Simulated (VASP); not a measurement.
# KTaSe2 (P-3m1) in VASP: reference runs

Reference runs on KTaSe2: the cell as given.

All numbers are computed with VASP 6.6.1; they aren't measurements. Logs are shortened: lines on timing, memory, paths and dates and some standing lists are left out, and cuts for length are marked.

## Step 1: The structure

The structure is trigonal, space group P-3m1 (No. 164). The conventional cell has a = 4.090 Å, b = 4.090 Å, c = 6.922 Å, α = 90.00°, β = 90.00°, γ = 120.00°. K (site symmetry -3m) is surrounded by 6 Se at 2.86 Å. Around Ta (site symmetry -3m) lie 6 Se at 3.00 Å. Se (site symmetry 3m) has 3 K at 2.86 Å and 3 Ta at 3.00 Å as nearest neighbours.

The cell was built by a generator and needn't be a form met in nature.

## Step 2: Single point, PBE

INCAR reads:

```
SYSTEM = KTaSe2
PREC = Accurate
ENCUT = 520
EDIFF = 1E-7
ISMEAR = -1
SIGMA = 0.05
LREAL = .False.
LASPH = .True.
NELM = 60
ALGO = Normal
ISIF = 2
LWAVE = .False.
LCHARG = .False.
GGA = PE
NBANDS = 24
```

KPOINTS reads:

```
regular mesh
0
Gamma
  8 8 4
  0 0 0
```

POSCAR reads:

```
KTaSe2
1.0
    4.0898863600      0.0000000000      0.0000000000
   -2.0449431800      3.5419454900      0.0000000000
    0.0000000000      0.0000000000      6.9223470600
K Ta Se
1 1 2
Direct
    0.0000000000      0.0000000000      0.0000000000
    0.0000000000      0.0000000000      0.5000000000
    0.3333333300      0.6666666700      0.2321215300
    0.6666666700      0.3333333300      0.7678784700
```

Potentials or basis: VASP PAW PBE potentials, release 64 (K_sv, Ta_pv, Se).

The run is started by

```sh
$ cat potpaw_PBE.64/K_sv/POTCAR potpaw_PBE.64/Ta_pv/POTCAR potpaw_PBE.64/Se/POTCAR > POTCAR
$ mpirun -np 1 vasp_std > vasp.out
```

OUTCAR:

```text
SYSTEM = KTaSe2
   PREC = Accurate
   ENCUT = 520
   EDIFF = 1E-7
   ISMEAR = -1
   LREAL = .False.
   LASPH = .True.
   NELM = 60
   ISIF = 2
   GGA = PE

 ion  position               nearest neighbor table
   1  0.000  0.000  0.000-   3 2.86   4 2.86   4 2.86   3 2.86   4 2.86   3 2.86   2 3.46   2 3.46

   2  0.000  0.000  0.500-   3 3.00   4 3.00   4 3.00   3 3.00   4 3.00   3 3.00   1 3.46   1 3.46

   3  0.333  0.667  0.232-   1 2.86   1 2.86   1 2.86   2 3.00   2 3.00   2 3.00
   4  0.667  0.333  0.768-   1 2.86   1 2.86   1 2.86   2 3.00   2 3.00   2 3.00

  LATTYP: Found a hexagonal cell.
 ALAT       =     4.0898863600
 C/A-ratio  =     1.6925524209

  Lattice vectors:

 A1 = (   4.0898863600,   0.0000000000,   0.0000000000)
 A2 = (  -2.0449431800,   3.5419454900,   0.0000000000)
 A3 = (   0.0000000000,   0.0000000000,   6.9223470600)

Analysis of symmetry for initial positions (statically):
=====================================================================
 Subroutine PRICEL returns:
 Original cell was already a primitive cell.

 Routine SETGRP: Setting up the symmetry group for a
 hexagonal supercell.

 Subroutine GETGRP returns: Found 12 space group operations
 (whereof 12 operations were pure point group operations)
 out of a pool of 24 trial point group operations.

The static configuration has the point symmetry D_3d.

Analysis of symmetry for dynamics (positions and initial velocities):
=====================================================================
 Subroutine PRICEL returns:
 Original cell was already a primitive cell.

 Routine SETGRP: Setting up the symmetry group for a
 hexagonal supercell.

 Subroutine GETGRP returns: Found 12 space group operations
 (whereof 12 operations were pure point group operations)
 out of a pool of 24 trial point group operations.

The dynamic configuration has the point symmetry D_3d.

 Subroutine INISYM returns: Found 12 space group operations
 (whereof 12 operations are pure point group operations),
 and found     1 'primitive' translations

----------------------------------------------------------------------------------------

                                     Primitive cell

  volume of cell :     100.2782

  direct lattice vectors                    reciprocal lattice vectors
     4.089886360  0.000000000  0.000000000     0.244505571  0.141165357  0.000000000
    -2.044943180  3.541945490  0.000000000     0.000000000  0.282330714  0.000000000
     0.000000000  0.000000000  6.922347060     0.000000000  0.000000000  0.144459674

  length of vectors
     4.089886360  4.089886363  6.922347060     0.282330714  0.282330714  0.144459674

  position of ions in fractional coordinates (direct lattice)
     0.000000000  0.000000000  0.000000000
     0.000000000  0.000000000  0.500000000
     0.333333330  0.666666670  0.232121530
     0.666666670  0.333333330  0.767878470

  ion indices of the primitive-cell ions
   primitive index   ion index
                 1           1
                 2           2
                 3           3
                 4           4

----------------------------------------------------------------------------------------

 KPOINTS: regular mesh

Automatic generation of k-mesh.
 Grid dimensions read from file:
 generate k-points for:    8    8    4

 Generating k-lattice:

  Cartesian coordinates                     Fractional coordinates (reciprocal lattice)
     0.030563196  0.017645670  0.000000000     0.125000000 -0.000000000  0.000000000
     0.000000000  0.035291339  0.000000000     0.000000000  0.125000000  0.000000000
     0.000000000  0.000000000  0.036114919     0.000000000  0.000000000  0.250000000

  Length of vectors
     0.035291339  0.035291339  0.036114919

  Shift w.r.t. Gamma in fractional coordinates (k-lattice)
     0.000000000  0.000000000  0.000000000

 Subroutine IBZKPT returns following result:
 ===========================================

 Found     35 irreducible k-points:

 Following reciprocal coordinates:
            Coordinates               Weight
  0.000000  0.000000  0.000000      1.000000
  0.125000  0.000000  0.000000      6.000000
  0.250000  0.000000  0.000000      6.000000
  0.375000  0.000000  0.000000      6.000000
  0.500000  0.000000  0.000000      3.000000
  0.125000  0.125000  0.000000      6.000000
[... 16 lines left out ...]
 -0.125000  0.500000  0.250000     12.000000
  0.250000  0.250000  0.250000     12.000000
 [... further k-points ...]
   k-points           NKPTS =     35   k-points in BZ     NKDIM =     35   number of bands    NBANDS=     24
   number of dos      NEDOS =    301   number of ions     NIONS =      4
   total plane-waves  NPLWV =  48600
   dimension x,y,z NGX =    30 NGY =   30 NGZ =   54
   dimension x,y,z NGXF=    60 NGYF=   60 NGZF=  108
   ions per type =               1   1   2
   NGX,Y,Z   is equivalent  to a cutoff of  12.19, 12.19, 12.97 a.u.
   NGXF,Y,Z  is equivalent  to a cutoff of  24.39, 24.39, 25.94 a.u.
 SYSTEM =  KTaSe2
   PREC   = accura    normal or accurate (medium, high low for compatibility)
   ISTART =      0    job   : 0-new  1-cont  2-samecut
   ICHARG =      2    charge: 1-file 2-atom 10-const
   ISPIN  =      1    spin polarized calculation?
   LNONCOLLINEAR =      F non collinear calculations
   LSORBIT =      F    spin-orbit coupling
   LASPH  =      T    aspherical Exc in radial PAW
   ENCUT  =  520.0 eV  38.22 Ry    6.18 a.u.   7.60  7.60 12.87*2*pi/ulx,y,z
   NELM   =     60;   NELMIN=  2; NELMDL= -5     # of ELM steps
   EDIFF  = 0.1E-06   stopping-criterion for ELM
   LREAL  =      F    real-space projection
   EDIFFG = 0.1E-05   stopping-criterion for IOM
   NSW    =      0    number of steps for IOM
   IBRION =     -1    ionic relax: 0-MD 1-quasi-New 2-CG
   NFREE  =      0    steps in history (QN), initial steepest desc. (CG)
   ISIF   =      2    stress and relaxation
   ISYM   =      2    0-nonsym 1-usesym 2-fastsym
   POTIM  = 0.5000    time-step for ionic-motion
   TEBEG  =    0.0;   TEEND  =   0.0 temperature during run
   PSTRESS=    0.0 pullay stress
   NELECT =      32.0000    total number of electrons
   NUPDOWN=      -1.0000    fix difference up-down
   EMIN   =  10.00;   EMAX   =-10.00  energy-range for DOS
   EFERMI =   0.00;   METHOD = LEGACY
   ISMEAR =    -1;   SIGMA  =   0.05  broadening in eV -4-tet -1-fermi 0-gaus
   EFERMI_NEDOS =   21; number of points for ismear=-14 and -15
   IALGO  =     38    algorithm
   IMIX   =      4    mixing-type and parameters
     AMIX     =   0.40;   BMIX     =  1.00
     AMIX_MAG =   1.60;   BMIX_MAG =  1.00
  volume/ion in A,a.u.               =      25.07       169.18
  Fermi-wavevector in a.u.,A,eV,Ry     =   1.118723  2.114080 17.028259  1.251542
  Thomas-Fermi vector in A             =   2.255357
   LORBIT       =      0    0 simple, 1 ext, 2 COOP (PROOUT), +10 PAW based schemes
   GGA     = PE    functional components
   LHFCALC =     F    Hartree Fock is set to
   AEXX    =    0.0000 exact exchange contribution
   IVDW    =     0    specifies the selected vdW correction
   LEPSILON=     F    determine dielectric tensor
   LRPA    =     F    only Hartree local field effects (RPA)
 non-spin polarized calculation
  energy-cutoff  :      520.00
  volume of cell :      100.28
 maximum number of plane-waves:      2724
   NGX = 15   NGY = 15   NGZ = 25

 number of electron      31.9999999 magnetization

 Free energy of the ion-electron system (eV)
  ---------------------------------------------------
  ext. energy  EPLUGINS =         0.00000000
  ---------------------------------------------------
  free energy    TOTEN  =       -19.93877973 eV

  energy without entropy =      -19.91063377  energy(sigma->0) =      -19.92470675

 E-fermi :   3.4746     XC(G=0):  -9.6287

 val. band max:        3.4736765730   @ k =   0.1250   0.1250   0.2500
 cond. band min:       3.5113198362   @ k =   0.3750   0.2500   0.5000
 fundamental gap:      0.0376432632
 Fermi energy:         3.4745796176

 k-point     1 :       0.0000    0.0000    0.0000
  band No.  band energies     occupation
      1     -32.6566      2.00000
      2     -32.6566      2.00000
      3     -32.4372      2.00000
      4     -26.3548      2.00000
      5     -10.9138      2.00000
      6     -10.0483      2.00000
[... 16 lines left out ...]
     23       9.7827      0.00000
     24       9.7827      0.00000

 k-point     2 :       0.1250    0.0000    0.0000
  band No.  band energies     occupation
      1     -32.6598      2.00000
      2     -32.6574      2.00000
      3     -32.4367      2.00000
      4     -26.3503      2.00000
      5     -10.8445      2.00000
      6     -10.3875      2.00000
[... 16 lines left out ...]
     23       8.9653      0.00000
     24       9.7210      0.00000

 k-point     3 :       0.2500    0.0000    0.0000
  band No.  band energies     occupation
      1     -32.6674      2.00000
      2     -32.6594      2.00000
      3     -32.4355      2.00000
      4     -26.3395      2.00000
      5     -10.7660      2.00000
      6     -10.5746      2.00000
[... 16 lines left out ...]
     23       8.8720      0.00000
     24       9.1520      0.00000
[... 514 lines left out ...]
 k-point    23 :      -0.1250    0.5000    0.2500
  band No.  band energies     occupation
      1     -32.6765      2.00000
      2     -32.6638      2.00000
      3     -32.4338      2.00000
      4     -26.3238      2.00000
      5     -10.9505      2.00000
      6     -10.2788      2.00000
[... 16 lines left out ...]
     23       7.8830      0.00000
     24       9.5676      0.00000

 k-point    24 :       0.2500    0.2500    0.2500
  band No.  band energies     occupation
      1     -32.6742      2.00000
      2     -32.6661      2.00000
      3     -32.4338      2.00000
      4     -26.3238      2.00000
      5     -10.8374      2.00000
      6     -10.4870      2.00000
[... 16 lines left out ...]
     23       8.8929      0.00000
     24       9.3578      0.00000

 [... further k-points ...]

------------------------ aborting loop because EDIFF is reached ----------------------------------------

  FORCE on cell =-STRESS in cart. coord.  units (eV):
  Direction    XX          YY          ZZ          XY          YZ          ZX
  --------------------------------------------------------------------------------------
  -------------------------------------------------------------------------------------
  Total       -3.6071893     -3.6071893     -1.7503056      0.0000000      0.0000000      0.0000000
  in kB      -57.6332396    -57.6332397    -27.9652027      0.0000000      0.0000000      0.0000000
  external PRESSURE =     -47.7438940 kB  Pullay stress =       0.0000000 kB

 VOLUME and BASIS-vectors are now :
 -----------------------------------------------------------------------------
  energy-cutoff  :      520.00
  volume of cell :      100.28
      direct lattice vectors                 reciprocal lattice vectors
     4.089886360  0.000000000  0.000000000     0.244505571  0.141165357  0.000000000
    -2.044943180  3.541945490  0.000000000     0.000000000  0.282330714  0.000000000
     0.000000000  0.000000000  6.922347060     0.000000000  0.000000000  0.144459674

 POSITION                                       TOTAL-FORCE (eV/Angst)
 -----------------------------------------------------------------------------------
      0.00000      0.00000      0.00000        -0.000000      0.000000      0.000000
      0.00000      0.00000      3.46117        -0.000000      0.000000      0.000000
     -0.00000      2.36130      1.60683         0.000000     -0.000000      4.246896
      2.04494      1.18065      5.31552        -0.000000      0.000000     -4.246896
 -----------------------------------------------------------------------------------
    total drift:                                0.000000     -0.000000      0.000000

  FREE ENERGIE OF THE ION-ELECTRON SYSTEM (eV)
  ---------------------------------------------------
  free  energy   TOTEN  =       -19.9387797293 eV

  energy  without entropy=      -19.9106337711  energy(sigma->0) =      -19.92470675
```

Run time: 1.9 min. Hardware: 1 thread of Intel Xeon Platinum 8488C (Sapphire Rapids), shared host; peak memory 0.26 GiB.

What came out:

```yaml
Free_energy: -19.9388 eV
Pressure: -4.8 GPa
Largest_force: 4.247 eV/Å
Band_gap_on_the_k_mesh: none (metal or under the smearing width)
```

Forces on the atoms (eV/Å):
```
K    0.000  0.000  0.000
Ta   0.000  0.000  0.000
Se   0.000  0.000  4.247
Se   0.000  0.000 -4.247
```

Caveat: forces of over 1 eV/Å show positions far from the minimum, so gaps and moduli don't describe the material at rest.
